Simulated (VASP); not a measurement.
# Ta: surface energy and work function by face, part 6 of 6

Aim: compare the low-index faces of Ta at one level of theory.

VASP 6.6.1; PBE; plane waves and PAW (Ta).

So far. Step 6 (Surface relaxation, 9 atoms, face Ta(100)): The run ended after 11 ionic steps, 0.394 eV below its first step, once the forces on the free atoms met EDIFFG = -0.03. Step 7 (Potential and states of the slab, 9 atoms, face Ta(100)): The vacuum level lies 3.75 eV above the Fermi level at the upper face; both faces agree, as the slab has next to no dipole.

## 8. Surface relaxation, 11 atoms, face Ta(111) (continued)

Step by step:

| step | energy less that of the first step (eV) | largest force (eV/Å) |
| --- | --- | --- |
| 1 | 0.0000 | 2.1205 |
| 2 | -0.4428 | 1.5666 |
| 3 | -0.7442 | 0.9622 |
| 4 | -0.7459 | 0.8273 |
| 5 | -0.8162 | 0.5100 |
| 6 | -0.8514 | 0.3079 |
| 7 | -0.8784 | 0.2239 |
| 8 | -0.8935 | 0.1380 |
| 9 | -0.9004 | 0.1185 |
| 10 | -0.9011 | 0.1113 |
| 11 | -0.9051 | 0.0510 |
| 12 | -0.9054 | 0.0536 |
| 13 | -0.9059 | 0.0053 |

The atoms that moved most (Å):

| atom | dx | dy | dz | length |
| --- | --- | --- | --- | --- |
| Ta11 | 0.000 | 0.000 | -0.335 | 0.335 |
| Ta1 | 0.000 | 0.000 | 0.335 | 0.335 |
| Ta9 | 0.000 | 0.000 | 0.090 | 0.090 |
| Ta3 | 0.000 | 0.000 | -0.090 | 0.090 |
| Ta2 | 0.000 | 0.000 | 0.075 | 0.075 |
| Ta10 | 0.000 | 0.000 | -0.075 | 0.075 |
| Ta8 | 0.000 | 0.000 | -0.071 | 0.071 |
| Ta4 | 0.000 | 0.000 | 0.071 | 0.071 |

Final coordinates:

```
Ta
1.0
     4.68105    0.00000    0.00000
     2.34052    4.05391    0.00000
     0.00000    0.00000   24.55515
Ta
11
Direct
  0.66667 0.66667 0.31910
  0.00000 0.00000 0.34740
  0.33333 0.33333 0.37961
  0.66667 0.66667 0.42505
  0.00000 0.00000 0.46074
  0.33333 0.33333 0.50000
  0.66667 0.66667 0.53926
  0.00000 0.00000 0.57495
  0.33333 0.33333 0.62039
  0.66667 0.66667 0.65260
  0.00000 0.00000 0.68090
```

The run ended after 13 ionic steps, 0.906 eV below its first step, once the forces on the free atoms met EDIFFG = -0.03.

## 9. Potential and states of the slab, 11 atoms, face Ta(111)

INCAR

```
SYSTEM = Ta
PREC = Normal
ENCUT = 320
EDIFF = 1E-06
NELM = 120
ISMEAR = 1
SIGMA = 0.15
LREAL = .FALSE.
ALGO = Fast
GGA = PE
NBANDS = 38
LASPH = .TRUE.
LORBIT = 11
LWAVE = .FALSE.
LCHARG = .TRUE.
KPAR = 4
IDIPOL = 3
LDIPOL = .TRUE.
DIPOL = 0.5 0.5 0.5
LVHAR = .TRUE.
LVACPOTAV = .TRUE.
NEDOS = 1500
```

POSCAR

```
Ta
1.0
    4.6810468915      0.0000000000      0.0000000000
    2.3405234457      4.0539055243      0.0000000000
    0.0000000000      0.0000000000     24.5551469551
Ta
11
Direct
    0.6666666700      0.6666666700      0.3190969745
    0.0000000000      0.0000000000      0.3474021375
    0.3333333300      0.3333333300      0.3796126052
    0.6666666700      0.6666666700      0.4250512827
    0.0000000000      0.0000000000      0.4607394946
    0.3333333300      0.3333333300      0.5000000000
    0.6666666700      0.6666666700      0.5392605054
    0.0000000000      0.0000000000      0.5749487173
    0.3333333300      0.3333333300      0.6203873948
    0.6666666700      0.6666666700      0.6525978625
    0.0000000000      0.0000000000      0.6809030255
```

KPOINTS

```
Automatic mesh
0
Gamma
9 9 1
0 0 0
```

The projector-augmented-wave data sets are Ta (PBE family, release 64).

The run is started by

```sh
> mpirun -np 4 vasp_std
```

The program printed:

```text
[... set-up lines as in an earlier step ...]
 entering main loop
       N       E                     dE             d eps       ncg     rms          rms(c)
DAV:   1     0.161139811881E+03    0.16114E+03   -0.14751E+04   912   0.751E+02
DAV:   2    -0.102222749083E+03   -0.26336E+03   -0.24923E+03  1310   0.164E+02
DAV:   3    -0.132403069116E+03   -0.30180E+02   -0.28681E+02  1118   0.578E+01
DAV:   4    -0.134739879482E+03   -0.23368E+01   -0.23036E+01  1520   0.147E+01
[...]
RMM:  27    -0.124009763518E+03   -0.11606E-04   -0.98979E-07   685   0.264E-03    0.535E-04
RMM:  28    -0.124009766148E+03   -0.26302E-05   -0.42204E-07   552   0.183E-03    0.284E-04
RMM:  29    -0.124009766911E+03   -0.76348E-06   -0.22895E-07   468   0.143E-03
 [... a notice as in an earlier step ...]

   1 F= -.12400977E+03 E0= -.12401088E+03  d E =0.333758E-02
```

Run time: 55 s. Hardware: 4 MPI ranks of Intel Xeon Platinum 8259CL at 2.50GHz (Skylake/Cascade Lake), shared host; peak memory 0.95 GiB; 3.6 min of CPU time.

Parts of OUTCAR (step 9):

```text
  Total       -3.8015692     -3.8015692     -0.5383838      0.0000000      0.0000000      0.0000000
  in kB      -13.0711661    -13.0711661     -1.8511575      0.0000000      0.0000000      0.0000000
  external PRESSURE =      -9.3311632 kB  Pullay stress =       0.0000000 kB

 POSITION                                       TOTAL-FORCE (eV/Angst)
 -----------------------------------------------------------------------------------
      4.68105      2.70260      7.83547        -0.000000     -0.000000      0.000852
      0.00000      0.00000      8.53051         0.000000     -0.000000      0.004946
      2.34052      1.35130      9.32144         0.000000      0.000000      0.003825
      4.68105      2.70260     10.43720        -0.000000      0.000000     -0.002641
      0.00000      0.00000     11.31353         0.000000      0.000000      0.006055
      2.34052      1.35130     12.27757        -0.000000     -0.000000      0.000000
      4.68105      2.70260     13.24162        -0.000000     -0.000000     -0.006055
      0.00000      0.00000     14.11795         0.000000     -0.000000      0.002641
      2.34052      1.35130     15.23370        -0.000000      0.000000     -0.003825
      4.68105      2.70260     16.02464        -0.000000      0.000000     -0.004946
      0.00000      0.00000     16.71967        -0.000000      0.000000     -0.000852
 -----------------------------------------------------------------------------------
    total drift:                               -0.000001     -0.000001     -0.000033

  FREE ENERGIE OF THE ION-ELECTRON SYSTEM (eV)
  ---------------------------------------------------
  free  energy   TOTEN  =      -124.0097669114 eV

  energy  without entropy=     -124.0131044896  energy(sigma->0) =     -124.01087944

[... 2 parts as in an earlier step ...]

[... 1 further part left out ...]
[key lines of the parts left out:]
E-fermi :   0.3307
```

The map of layer states is cut here 0.5 eV above the Fermi level, so it leaves out the states above that.

The vacuum level lies 3.89 eV above the Fermi level at the upper face; both faces agree, as the slab has next to no dipole.

The program found no field-free point at its default tolerance, but its printed level agrees with the flat part of the planar average.

On this mesh the fine structure of the density of states is sampling noise, and high empty states may be cut by the number of bands.

## 10. The faces side by side

This step: surfaces of a metal, PBE; plane waves and PAW (VASP 6.6.1).

Derived from the runs above.

Symmetric slabs, all atoms free. All faces:

| face | layers | area a surface atom (Å²) | work function (eV) | surface energy as cut (J/m²) | surface energy relaxed (J/m²) | change of the top spacing (%) |
| --- | --- | --- | --- | --- | --- | --- |
| Ta(110) | 7 | 7.747 | 4.745 | 2.437 | 2.368 | -4.95 |
| Ta(100) | 9 | 10.96 | 3.746 | 2.766 | 2.477 | -14.38 |
| Ta(111) | 11 | 18.98 | 3.889 | 3.11 | 2.728 | -27.26 |

Each surface energy is the slab's energy less its number of atoms times the bulk energy of -11.8612 eV, over twice the cell's area.

## 11. What came out

```yaml
ta_110: 2.37 J/m², 4.74 eV
ta_100: 2.48 J/m², 3.75 eV
ta_111: 2.73 J/m², 3.89 eV
```

**Reading.** The cheapest face is Ta(110) at 2.37 J/m², against 2.48 for Ta(100) and 2.73 for Ta(111). The work functions are 4.74 eV for Ta(110), 3.89 eV for Ta(111) and 3.75 eV for Ta(100). The densest face has the highest work function, as the smoothing of the electron density over an open face lowers the surface dipole. Among the others the order doesn't follow the density. The densest face is also the cheapest, since it cuts the fewest bonds an area. The top spacing changes by -5.0 % on Ta(110), -14.4 % on Ta(100) and -27.3 % on Ta(111), the most on the most open face. One thickness was run for each face, and bulk and slab meshes don't match, which leaves some hundredths of a J/m². The cells are 1 × 1 and can't reconstruct. Spin-orbit coupling is left out, which matters for a heavy metal.

[Lines on the potential files, build, host, timing and source positions are cut from VASP's logs without a mark.]

[Logs are printed without paths, hosts, clocks, repeated set-up lines and the standing remarks that a program may print on its own settings, such as how far it seeks lower states.]

[Hosts, paths, dates, database ids (printed as entryN), source tags and the programs' standing remarks are cut or masked in the printed files.]

[Runs that stopped without an error message from VASP are left out.]
